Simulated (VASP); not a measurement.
# MnCuAs with PBE: from relaxation to properties

Aim: relax MnCuAs, then compute properties on the relaxed cell. The steps: magnetic order: ferromagnetic, magnetic order: antiferromagnetic within the cell, magnetic order: antiferromagnetic, q = (0, 0, 1/2), magnetic order: antiferromagnetic, q = (1/2, 1/2, 1/2), magnetic order: antiferromagnetic, q = (1/2, 1/2, 0), the orders side by side, relaxing cell and atoms (PBE), second relaxation, density, ELF and potential (PBE), bands along the symmetry lines (PBE), total and projected DOS (PBE), vibrations at Γ (PBE), field gradients at the nuclei (PBE) and total energy, forces and stress (PBE), changed input. The start is a computed cell from the Materials Project.

Calculated with VASP 6.6.1; PBE, spin-polarised from a ferromagnetic start; plane waves and PAW (Mn_pv, Cu, As), in the first sound run; inputs show where later runs differ.

Most raw output is cut from this account.

## (1) The starting structure

The structure is tetragonal, space group P4/nmm (No. 129). The conventional cell has a = 3.699 Å, b = 3.699 Å, c = 6.408 Å, α = 90.00°, β = 90.00°, γ = 90.00°. Nearest to Mn lie 5 As at 2.49 to 2.64 Å and 4 Cu at 2.84 Å. Nearest to Cu lie 4 As at 2.56 Å and 4 Cu at 2.62 Å and 4 Mn at 2.84 Å. As has 5 Mn at 2.49 to 2.64 Å and 4 Cu at 2.56 Å nearest. Farther neighbours are not listed.

## (2) Magnetic order: ferromagnetic

The properties of a magnet depend on its order, so a few collinear patterns are compared first on the cell as listed, beginning with all moments parallel. PBE, the usual starting point, adds the gradient of the density.

INCAR reads:

```
SYSTEM = MnCuAs
PREC = Accurate
ENCUT = 400
EDIFF = 1E-06
NELM = 100
ISMEAR = 1
SIGMA = 0.2
LREAL = .FALSE.
ALGO = Normal
GGA = PE
NBANDS = 44
ISPIN = 2
MAGMOM = 4 4 0.6 0.6 0 0
LASPH = .TRUE.
LMAXMIX = 4
LORBIT = 11
LWAVE = .FALSE.
LCHARG = .FALSE.
KPAR = 8
ISIF = 2
```

POSCAR reads:

```
MnCuAs
1.0
    3.6994910000      0.0000000000      0.0000000000
    0.0000000000      3.6994910000      0.0000000000
    0.0000000000      0.0000000000      6.4084220000
Mn Cu As
2 2 2
Direct
    0.0000000000      0.5000000000      0.1640200000
    0.5000000000      0.0000000000      0.8359800000
    0.0000000000      0.0000000000      0.5000000000
    0.5000000000      0.5000000000      0.5000000000
    0.0000000000      0.5000000000      0.7762460000
    0.5000000000      0.0000000000      0.2237540000
```

KPOINTS reads:

```
Automatic mesh
0
Gamma
6 6 4
0 0 0
```

The projector-augmented-wave data sets are Mn_pv, Cu and As (PBE family, release 64).

On the command line:

```
$ mpirun -np 8 vasp_std
```

Run time: 35 s. Hardware: 8 MPI ranks of Intel Xeon Platinum 8488C (Sapphire Rapids), shared host; peak memory 2.1 GiB.

The k-mesh is coarse for a metal.

Numbers from this step:

```yaml
electronic_steps: 14
electrons: 58
bands: 44
irreducible_k_points: 30
symmetry_operations: 16
free_energy_toten: -34.85 eV
energy_at_zero_smearing: -34.85 eV
fermi_energy: 7.937 eV
pressure: -0.9866 GPa
moment_of_the_cell_from_the_last_line_of_the_log: 6.925 μB
metallic: yes
```

Spin moment in the PAW sphere by atom:

| atom | spin moment in the PAW sphere (μB) |
| --- | --- |
| Mn1 | 3.41 |
| Mn2 | 3.41 |
| Cu3 | 0.01 |
| Cu4 | 0.01 |
| As5 | -0.05 |
| As6 | -0.05 |

Force by atom:

| atom | x (eV/Å) | y (eV/Å) | z (eV/Å) | size |
| --- | --- | --- | --- | --- |
| Mn1 | 0.000 | 0.000 | -0.074 | 0.074 |
| Mn2 | 0.000 | 0.000 | 0.074 | 0.074 |
| Cu3 | 0.000 | 0.000 | 0.000 | 0.000 |
| Cu4 | 0.000 | 0.000 | 0.000 | 0.000 |
| As5 | 0.000 | 0.000 | 0.121 | 0.121 |
| As6 | 0.000 | 0.000 | -0.121 | 0.121 |

The run ends ferromagnetic with a largest moment of 3.41 μB, and the mesh shows no gap.

## (3) Magnetic order: antiferromagnetic within the cell

This step: PBE, spin-polarised from an antiferromagnetic start; plane waves and PAW (Mn_pv, Cu, As) (VASP 6.6.1).

Next, a pattern with opposite moments.

INCAR, as its differences from that of step 2:

```diff
@@ -10,5 +10,5 @@
 GGA = PE
-NBANDS = 44
+NBANDS = 38
 ISPIN = 2
-MAGMOM = 4 4 0.6 0.6 0 0
+MAGMOM = 4 -4 0.6 -0.6 0 0
 LASPH = .TRUE.
```

POSCAR is that of step 2.

KPOINTS is that of step 2.

On the command line:

```
$ mpirun -np 8 vasp_std
```

It took 47 s on 8 MPI ranks; peak memory 2.4 GiB.

Numbers from this step:

```
electronic steps        : 16
bands                   : 38
irreducible k points    : 48
symmetry operations     : 8
free energy (TOTEN)     : -35.17 eV
energy at zero smearing : -35.17 eV
Fermi energy            : 8.107 eV
pressure                : -0.8329 GPa
```

Spin moment in the PAW sphere by atom:

| atom | spin moment in the PAW sphere (μB) |
| --- | --- |
| Mn1 | 3.47 |
| Mn2 | -3.47 |
| Cu3 | 0.00 |
| Cu4 | 0.00 |
| As5 | 0.01 |
| As6 | -0.01 |

Force by atom:

| atom | x (eV/Å) | y (eV/Å) | z (eV/Å) | size |
| --- | --- | --- | --- | --- |
| Mn1 | 0.000 | 0.000 | -0.450 | 0.450 |
| Mn2 | 0.000 | 0.000 | 0.450 | 0.450 |
| Cu3 | 0.000 | 0.000 | 0.000 | 0.000 |
| Cu4 | 0.000 | 0.000 | 0.000 | 0.000 |
| As5 | 0.000 | 0.000 | 0.022 | 0.022 |
| As6 | 0.000 | 0.000 | -0.022 | 0.022 |

The energy lies -54.6 meV an atom from the first pattern. The run ends antiferromagnetic with a largest moment of 3.47 μB, and the mesh shows no gap.

## (4) Magnetic order: antiferromagnetic, q = (0, 0, 1/2)

System of this step: MnCuAs. It takes space group P4/nmm (No. 129, tetragonal). The conventional cell has a = 3.699 Å, b = 3.699 Å, c = 6.408 Å, α = 90.00°, β = 90.00°, γ = 90.00°. Mn has 5 As at 2.49 to 2.64 Å and 4 Cu at 2.84 Å nearest. Nearest to Cu lie 4 As at 2.56 Å and 4 Cu at 2.62 Å and 4 Mn at 2.84 Å. Nearest to As lie 5 Mn at 2.49 to 2.64 Å and 4 Cu at 2.56 Å. Farther neighbours are not listed.

Next, a pattern with opposite moments, which needs a doubled cell; q is given in the reciprocal vectors of the primitive cell.

INCAR, as its differences from that of step 3:

```diff
@@ -10,5 +10,5 @@
 GGA = PE
-NBANDS = 38
+NBANDS = 77
 ISPIN = 2
-MAGMOM = 4 -4 0.6 -0.6 0 0
+MAGMOM = 4 -4 4 -4 0.6 -0.6 0.6 -0.6 0 0 0 0
 LASPH = .TRUE.
```

POSCAR reads:

```
MnCuAs
1.0
    3.6994910000      0.0000000000      0.0000000000
    0.0000000000      3.6994910000      0.0000000000
    0.0000000000      0.0000000000     12.8168440000
Mn Cu As
4 4 4
Direct
    0.0000000000      0.5000000000      0.0820100000
    0.0000000000      0.5000000000      0.5820100000
    0.5000000000      0.0000000000      0.4179900000
    0.5000000000      0.0000000000      0.9179900000
    0.0000000000      0.0000000000      0.2500000000
    0.0000000000      0.0000000000      0.7500000000
    0.5000000000      0.5000000000      0.2500000000
    0.5000000000      0.5000000000      0.7500000000
    0.0000000000      0.5000000000      0.3881230000
    0.0000000000      0.5000000000      0.8881230000
    0.5000000000      0.0000000000      0.1118770000
    0.5000000000      0.0000000000      0.6118770000
```

KPOINTS reads:

```
Automatic mesh
0
Gamma
6 6 2
0 0 0
```

On the command line:

```
$ mpirun -np 8 vasp_std
```

Wall time 1.9 min (8 MPI ranks); peak memory 3.7 GiB; 15 min of CPU time.

This step gave:

- electronic steps: 17
- electrons: 116
- bands: 77
- irreducible k points: 20
- symmetry operations: 16
- free energy (TOTEN): -70.1841 eV
- energy at zero smearing: -70.1889 eV
- Fermi energy: 8.078 eV
- pressure: -0.1159 GPa

Spin moment in the PAW sphere by atom:

| atom | spin moment in the PAW sphere (μB) |
| --- | --- |
| Mn1 | 3.49 |
| Mn2 | -3.49 |
| Mn3 | 3.49 |
| Mn4 | -3.49 |
| Cu5 | 0.03 |
| Cu6 | -0.03 |
| Cu7 | 0.03 |
| Cu8 | -0.03 |
| As9 | 0.02 |
| As10 | -0.02 |
| As11 | 0.02 |
| As12 | -0.02 |

Force by atom:

| atom | x (eV/Å) | y (eV/Å) | z (eV/Å) | size |
| --- | --- | --- | --- | --- |
| Mn1 | 0.000 | 0.000 | -0.456 | 0.456 |
| Mn2 | 0.000 | 0.000 | -0.456 | 0.456 |
| Mn3 | 0.000 | 0.000 | 0.456 | 0.456 |
| Mn4 | 0.000 | 0.000 | 0.456 | 0.456 |
| Cu5 | 0.000 | 0.000 | 0.000 | 0.000 |
| Cu6 | 0.000 | 0.000 | 0.000 | 0.000 |
| Cu7 | 0.000 | 0.000 | 0.000 | 0.000 |
| Cu8 | 0.000 | 0.000 | 0.000 | 0.000 |
| As9 | 0.000 | 0.000 | 0.092 | 0.092 |
| As10 | 0.000 | 0.000 | 0.092 | 0.092 |
| As11 | 0.000 | 0.000 | -0.092 | 0.092 |
| As12 | 0.000 | 0.000 | -0.092 | 0.092 |

The energy lies -41.4 meV an atom from the first pattern. The run ends antiferromagnetic with a largest moment of 3.49 μB, and the mesh shows no gap.

## (5) Magnetic order: antiferromagnetic, q = (1/2, 1/2, 1/2)

INCAR is that of step 4.

POSCAR reads:

```
MnCuAs
1.0
    7.3989820000      0.0000000000      0.0000000000
    3.6994910000      3.6994910000      0.0000000000
    3.6994910000      0.0000000000      6.4084220000
Mn Cu As
4 4 4
Direct
    0.6679900000      0.5000000000      0.1640200000
    0.1679900000      0.5000000000      0.1640200000
    0.8320100000      0.0000000000      0.8359800000
    0.3320100000      0.0000000000      0.8359800000
    0.7500000000      0.0000000000      0.5000000000
    0.2500000000      0.0000000000      0.5000000000
    0.7500000000      0.5000000000      0.5000000000
    0.2500000000      0.5000000000      0.5000000000
    0.3618770000      0.5000000000      0.7762460000
    0.8618770000      0.5000000000      0.7762460000
    0.1381230000      0.0000000000      0.2237540000
    0.6381230000      0.0000000000      0.2237540000
```

KPOINTS reads:

```
Automatic mesh
0
Gamma
6 6 6
0 0 0
```

On the command line:

```
$ mpirun -np 8 vasp_std
```

The job ended after 6.8 min (8 MPI ranks; peak memory 7.5 GiB; 53 min of CPU time).

This step gave:

* electronic steps: 16
* irreducible k points: 68
* symmetry operations: 4
* free energy (TOTEN): -70.0273 eV
* energy at zero smearing: -70.0259 eV
* Fermi energy: 7.929 eV
* pressure: -0.2097 GPa

Spin moment in the PAW sphere by atom:

| atom | spin moment in the PAW sphere (μB) |
| --- | --- |
| Mn1 | 3.48 |
| Mn2 | -3.48 |
| Mn3 | 3.48 |
| Mn4 | -3.48 |
| Cu5 | 0.00 |
| Cu6 | 0.00 |
| Cu7 | 0.00 |
| Cu8 | 0.00 |
| As9 | 0.01 |
| As10 | -0.01 |
| As11 | 0.01 |
| As12 | -0.01 |

Force by atom:

| atom | x (eV/Å) | y (eV/Å) | z (eV/Å) | size |
| --- | --- | --- | --- | --- |
| Mn1 | 0.0000 | 0.0000 | -0.0834 | 0.0834 |
| Mn2 | 0.0000 | 0.0000 | -0.0834 | 0.0834 |
| Mn3 | 0.0000 | 0.0000 | 0.0834 | 0.0834 |
| Mn4 | 0.0000 | 0.0000 | 0.0834 | 0.0834 |
| Cu5 | 0.0000 | 0.0000 | 0.0000 | 0.0000 |
| Cu6 | 0.0000 | 0.0000 | 0.0000 | 0.0000 |
| Cu7 | 0.0000 | 0.0000 | 0.0000 | 0.0000 |
| Cu8 | 0.0000 | 0.0000 | 0.0000 | 0.0000 |
| As9 | 0.0000 | 0.0000 | -0.0272 | 0.0272 |
| As10 | 0.0000 | 0.0000 | -0.0272 | 0.0272 |
| As11 | 0.0000 | 0.0000 | 0.0272 | 0.0272 |
| As12 | 0.0000 | 0.0000 | 0.0272 | 0.0272 |

The energy lies -27.9 meV an atom from the first pattern. The run ends antiferromagnetic with a largest moment of 3.48 μB, and the mesh shows no gap.

## (6) Magnetic order: antiferromagnetic, q = (1/2, 1/2, 0)

INCAR is that of step 5.

POSCAR reads:

```
MnCuAs
1.0
    7.3989820000      0.0000000000      0.0000000000
    3.6994910000      3.6994910000      0.0000000000
    0.0000000000      0.0000000000      6.4084220000
Mn Cu As
4 4 4
Direct
    0.7500000000      0.5000000000      0.1640200000
    0.2500000000      0.5000000000      0.1640200000
    0.2500000000      0.0000000000      0.8359800000
    0.7500000000      0.0000000000      0.8359800000
    0.0000000000      0.0000000000      0.5000000000
    0.5000000000      0.0000000000      0.5000000000
    0.0000000000      0.5000000000      0.5000000000
    0.5000000000      0.5000000000      0.5000000000
    0.7500000000      0.5000000000      0.7762460000
    0.2500000000      0.5000000000      0.7762460000
    0.2500000000      0.0000000000      0.2237540000
    0.7500000000      0.0000000000      0.2237540000
```

KPOINTS reads:

```
Automatic mesh
0
Gamma
6 6 4
0 0 0
```

On the command line:

```
$ mpirun -np 8 vasp_std
```

Run time: 4.6 min. Hardware: 8 MPI ranks; peak memory 6.5 GiB.

Numbers from this step:

```
irreducible k points    : 56
free energy (TOTEN)     : -70.0408 eV
energy at zero smearing : -70.0407 eV
Fermi energy            : 7.984 eV
pressure                : -0.9524 GPa
```

Spin moment in the PAW sphere by atom:

| atom | spin moment in the PAW sphere (μB) |
| --- | --- |
| Mn1 | 3.43 |
| Mn2 | -3.43 |
| Mn3 | 3.43 |
| Mn4 | -3.43 |
| Cu5 | 0.00 |
| Cu6 | 0.00 |
| Cu7 | 0.00 |
| Cu8 | 0.00 |
| As9 | -0.01 |
| As10 | 0.01 |
| As11 | -0.01 |
| As12 | 0.01 |

Force by atom:

| atom | x (eV/Å) | y (eV/Å) | z (eV/Å) | size |
| --- | --- | --- | --- | --- |
| Mn1 | 0.000 | 0.000 | -0.233 | 0.233 |
| Mn2 | 0.000 | 0.000 | -0.233 | 0.233 |
| Mn3 | 0.000 | 0.000 | 0.233 | 0.233 |
| Mn4 | 0.000 | 0.000 | 0.233 | 0.233 |
| Cu5 | 0.000 | 0.000 | 0.000 | 0.000 |
| Cu6 | 0.000 | 0.000 | 0.000 | 0.000 |
| Cu7 | 0.000 | 0.000 | 0.000 | 0.000 |
| Cu8 | 0.000 | 0.000 | 0.000 | 0.000 |
| As9 | 0.000 | 0.000 | 0.053 | 0.053 |
| As10 | 0.000 | 0.000 | 0.053 | 0.053 |
| As11 | 0.000 | 0.000 | -0.053 | 0.053 |
| As12 | 0.000 | 0.000 | -0.053 | 0.053 |

The energy lies -29.1 meV an atom from the first pattern. The run ends antiferromagnetic with a largest moment of 3.43 μB, and the mesh shows no gap.

## (7) The orders side by side

This step: collinear orders at PBE; plane waves and PAW (VASP 6.6.1).

Derived from the runs above.

Patterns, by row:

| start | atoms | energy less that of the first (meV/atom) | largest site moment (μB) | end state |
| --- | --- | --- | --- | --- |
| ferromagnetic | 6 | 0 | 3.41 | ferromagnetic |
| antiferromagnetic within the cell | 6 | -54.6 | 3.47 | antiferromagnetic |
| antiferromagnetic, q = (0, 0, 1/2) | 12 | -41.4 | 3.49 | antiferromagnetic |
| antiferromagnetic, q = (1/2, 1/2, 1/2) | 12 | -27.9 | 3.48 | antiferromagnetic |
| antiferromagnetic, q = (1/2, 1/2, 0) | 12 | -29.1 | 3.43 | antiferromagnetic |

The session goes on in the lowest magnetic state found: antiferromagnetic. The next one lies 13.2 meV an atom higher.

## (8) Relaxing cell and atoms (PBE)

This step: PBE, spin-polarised from an antiferromagnetic start; plane waves and PAW (Mn_pv, Cu, As) (VASP 6.6.1).

System of this step: MnCuAs. Symmetry: P4/nmm, No. 129, tetragonal system. The conventional cell has a = 3.699 Å, b = 3.699 Å, c = 6.408 Å, α = 90.00°, β = 90.00°, γ = 90.00°. Nearest to Mn lie 5 As at 2.49 to 2.64 Å and 4 Cu at 2.84 Å. Nearest to Cu lie 4 As at 2.56 Å and 4 Cu at 2.62 Å and 4 Mn at 2.84 Å. As has 5 Mn at 2.49 to 2.64 Å and 4 Cu at 2.56 Å nearest. Farther neighbours are not listed.

Properties are meant for the cell that this level of theory prefers, so cell and atoms are relaxed first (ISIF = 3) until forces and stress are small; EDIFFG sets the threshold.

INCAR, as its differences from that of step 6:

```diff
@@ -10,5 +10,5 @@
 GGA = PE
-NBANDS = 77
+NBANDS = 38
 ISPIN = 2
-MAGMOM = 4 -4 4 -4 0.6 -0.6 0.6 -0.6 0 0 0 0
+MAGMOM = 3.47 -3.47 0 -0 0.01 -0.01
 LASPH = .TRUE.
@@ -19,2 +19,5 @@
 KPAR = 8
-ISIF = 2
+IBRION = 2
+NSW = 60
+ISIF = 3
+EDIFFG = -0.01
```

POSCAR reads:

```
MnCuAs
1.0
    3.6994910000      0.0000000000      0.0000000000
    0.0000000000      3.6994910000      0.0000000000
    0.0000000000      0.0000000000      6.4084220000
Mn Cu As
2 2 2
Direct
    0.0000000000      0.5000000000      0.1640200000
    0.5000000000      0.0000000000      0.8359800000
    0.0000000000      0.0000000000      0.5000000000
    0.5000000000      0.5000000000      0.5000000000
    0.0000000000      0.5000000000      0.7762460000
    0.5000000000      0.0000000000      0.2237540000
```

KPOINTS reads:

```
Automatic mesh
0
Gamma
5 5 3
0 0 0
```

On the command line:

```
$ mpirun -np 8 vasp_std
```

The job ended after 92 s (8 MPI ranks; peak memory 1.8 GiB).

The magnetic order is the lowest of the few collinear ones that converged above; longer or canted patterns were not tried. The run keeps the 16 symmetry operations of its start, so it cannot find a distortion of lower symmetry.

The steps of the relaxation:

| step | energy less that of the first step (eV) | largest force (eV/Å) | pressure (GPa) | volume (Å³) |
| --- | --- | --- | --- | --- |
| 1 | 0.0000 | 0.4579 | -0.82 | 87.71 |
| 2 | -0.0207 | 0.3142 | -0.07 | 86.76 |
| 3 | -0.0261 | 0.1765 | 0.61 | 86.04 |
| 4 | -0.0372 | 0.1075 | 0.06 | 86.37 |
| 5 | -0.0421 | 0.0737 | -0.49 | 86.76 |
| 6 | -0.0429 | 0.0586 | 0.26 | 86.06 |
| 7 | -0.0434 | 0.0093 | 0.01 | 86.32 |

| conventional cell, symmetrised | before | after | change |
| --- | --- | --- | --- |
| a (Å) | 3.699 | 3.670 | -0.8 % |
| b (Å) | 3.699 | 3.670 | -0.8 % |
| c (Å) | 6.408 | 6.410 | +0.0 % |
| volume (Å³/atom) | 14.62 | 14.39 | -1.6 % |

The atoms that moved most (Å, as changes of fractional coordinates times the final cell):

| atom | dx | dy | dz | length |
| --- | --- | --- | --- | --- |
| Mn1 | 0.000 | 0.000 | -0.087 | 0.087 |
| Mn2 | 0.000 | 0.000 | 0.087 | 0.087 |
| As5 | 0.000 | 0.000 | -0.016 | 0.016 |
| As6 | 0.000 | 0.000 | 0.016 | 0.016 |

Final coordinates:

```
Mn Cu As
1.0
     3.66960    0.00000    0.00000
     0.00000    3.66960    0.00000
     0.00000    0.00000    6.40994
Mn Cu As
2 2 2
Cartesian
  0.0000 1.8348 0.9643
  1.8348 0.0000 5.4457
  0.0000 0.0000 3.2050
  1.8348 1.8348 3.2050
  0.0000 1.8348 4.9598
  1.8348 0.0000 1.4501
```

This step gave:

```yaml
electrons: 58
bands: 38
irreducible_k_points: 12
symmetry_operations: 16
free_energy_toten: -35.26 eV
energy_at_zero_smearing: -35.26 eV
fermi_energy: 8.303 eV
pressure: 0.005316 GPa
scf_cycles_over_all_ionic_steps: 71
```

Spin moment in the PAW sphere by atom:

| atom | spin moment in the PAW sphere (μB) |
| --- | --- |
| Mn1 | 3.37 |
| Mn2 | -3.37 |
| Cu3 | 0.00 |
| Cu4 | 0.00 |
| As5 | 0.01 |
| As6 | -0.01 |

It ends with a largest force of 0.009 eV/Å and a pressure of 0.01 GPa.

## (9) Second relaxation

The basis stayed that of the start cell while the cell moved. A rerun from the cell reached resets it; the error of the finite cutoff stays.

INCAR is that of step 8.

POSCAR reads:

```
MnCuAs
1.0
    3.6696030987      0.0000000000      0.0000000000
    0.0000000000      3.6696030987      0.0000000000
    0.0000000000      0.0000000000      6.4099415647
Mn Cu As
2 2 2
Direct
    0.0000000000      0.5000000000      0.1504350778
    0.5000000000      0.0000000000      0.8495649222
    0.0000000000      0.0000000000      0.5000000000
    0.5000000000      0.5000000000      0.5000000000
    0.0000000000      0.5000000000      0.7737669963
    0.5000000000      0.0000000000      0.2262330037
```

KPOINTS is that of step 8.

On the command line:

```
$ mpirun -np 8 vasp_std
```

The job ended after 44 s (8 MPI ranks; peak memory 1.7 GiB).

Little changed from the start: no atom moved by 0.005 Å and no cell edge by 0.1 %.

Numbers from this step:

```
free energy (TOTEN)             : -35.25 eV
energy at zero smearing         : -35.25 eV
Fermi energy                    : 8.298 eV
pressure                        : 0.008064 GPa
SCF cycles over all ionic steps : 29
```

It ends with a largest force of 0.006 eV/Å and a pressure of 0.01 GPa. The volume moved by only 0.05 %, so the volume is settled.

(Continued in part 2 of 2.)

[Lines on the potential files, build, host, timing and source positions are cut from VASP's logs without a mark.]

[Logs are printed without paths, hosts, clocks, repeated set-up lines and the standing remarks that a program may print on its own settings, such as how far it seeks lower states.]

[Hosts, paths, dates, database ids (printed as entryN), source tags and the programs' standing remarks are cut or masked in the printed files.]

[A measured line is paired with the nearest computed mode of its activity, which favours agreement.]
